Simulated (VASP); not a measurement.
Runs of VASP 6.6.1 on SiCl2H2. The cell holds a molecule in a box, 5 atoms: a = 13.006 Å, b = 13.506 Å, c = 14.006 Å, α = 90.00°, β = 90.00°, γ = 90.00°. 

```tsv
task	level	cell	cutoff (eV)	grid for exact exchange (PRECFOCK)	screening parameter	atoms held fixed (from 0)	gap on the mesh (eV)	largest force (eV/Å)
single point	HSE06+D3(BJ)	as given	400	Fast	0.2 1/A	-	8.00	0.34
single point	PBEsol	as given	400	-	-	-	6.49	0.27
single point	RPBE	as given	400	-	-	-	(a)	0.17
relaxation of the atoms	PBE+D3(BJ)	atoms relaxed	400	-	-	[0]	6.55	-
single point	PBE+D3(BJ)	as given	520	-	-	-	6.55	(b)
```

Alike in all rows: potentials or basis VASP PAW PBE potentials, release 64 (Si, Cl, H); no spin polarisation; k mesh 1 × 1 × 1; smearing gaussian 0.01 eV.

Estimate the missing entries.

(a) 6.59; (b) 0.03.

Caveats: the PAW data sets were made with another functional, which shifts forces and pressure a little (some runs).

